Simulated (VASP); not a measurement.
OSZICAR of a VASP run on HfO2 (space group Fm-3m):

**OSZICAR**
```
       N       E                     dE             d eps       ncg     rms          rms(c)
DAV:   1     0.831404548836E+02    0.83140E+02   -0.11245E+04 16880   0.118E+03
DAV:   2    -0.329285528940E+02   -0.11607E+03   -0.11288E+03 21499   0.286E+02
DAV:   3    -0.359876054014E+02   -0.30591E+01   -0.30570E+01 21560   0.474E+01
DAV:   4    -0.360038047097E+02   -0.16199E-01   -0.16198E-01 21511   0.374E+00
DAV:   5    -0.360039499741E+02   -0.14526E-03   -0.14526E-03 21133   0.311E-01    0.465E+01
DAV:   6    -0.304215249358E+02    0.55824E+01   -0.29310E+01 19285   0.374E+01    0.419E+01
DAV:   7    -0.303190245307E+02    0.10250E+00   -0.76016E-01 21714   0.793E+00    0.284E+01
DAV:   8    -0.302906109629E+02    0.28414E-01   -0.24360E-01 22022   0.502E+00    0.580E+00
DAV:   9    -0.302788904927E+02    0.11720E-01   -0.44759E-02 20706   0.186E+00    0.164E+00
DAV:  10    -0.302789730169E+02   -0.82524E-04   -0.47189E-03 22926   0.534E-01    0.314E-01
DAV:  11    -0.302789375932E+02    0.35424E-04   -0.31290E-04 19810   0.144E-01    0.215E-01
DAV:  12    -0.302789501178E+02   -0.12525E-04   -0.54663E-05 22458   0.556E-02    0.591E-02
DAV:  13    -0.302789509899E+02   -0.87209E-06   -0.21947E-06 18946   0.117E-02
   1 F= -.30278951E+02 E0= -.30278951E+02  d E =-.367572E-10
```

Q: Which electronic solver shows in the log?

A: It is blocked Davidson (ALGO = Normal, or the opening steps of other solvers). The INCAR had ALGO = Normal.

Q: Can the final energy be trusted as converged?

A: Self-consistency was reached. It stopped with EDIFF = 1E-6, NELM = 100 (PBE GGA, plane waves, VASP's PBE PAW potentials (set 64)).

The structure comes from a computed database's HfO2 entry; how it stands against other phases isn't given here. The cell was not relaxed at this level. The run is one of a series of settings (KPOINTS 27×27×27 Γ-centred mesh against the base run), some of them coarse on purpose.
